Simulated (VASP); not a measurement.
Given:

```
CELL_PARAMETERS angstrom
      2.38560    -4.13197     0.00000
      2.38560     4.13197     0.00000
      0.00000     0.00000     7.79382
ATOMIC_POSITIONS crystal
  Ag 0.66667 0.33333 0.50014
  Ag 0.33333 0.66667 0.00014
  I  0.66667 0.33333 0.87486
  I  0.33333 0.66667 0.37486
```

Method: revPBE GGA, VASP's PBE PAW potentials (set 64) (plane waves; VASP). Numerical set-up: 520 eV cut-off, Gaussian smearing of 0.050 eV, potentials Ag I.

Unless said otherwise, spin-orbit coupling is left out, though it shifts the bands of the heavy elements here.

**Question.** Predict the band gap (along the path) with the smallest direct gap where there is one.

**Answer.** 
```
Item                                   Result
------------------------------------  -------
band gap (along the path)             1.52 eV
smallest direct gap (along the path)  1.52 eV
```

The compound is AgI in the wurtzite structure. It was relaxed first, which changed the volume by +12 %.
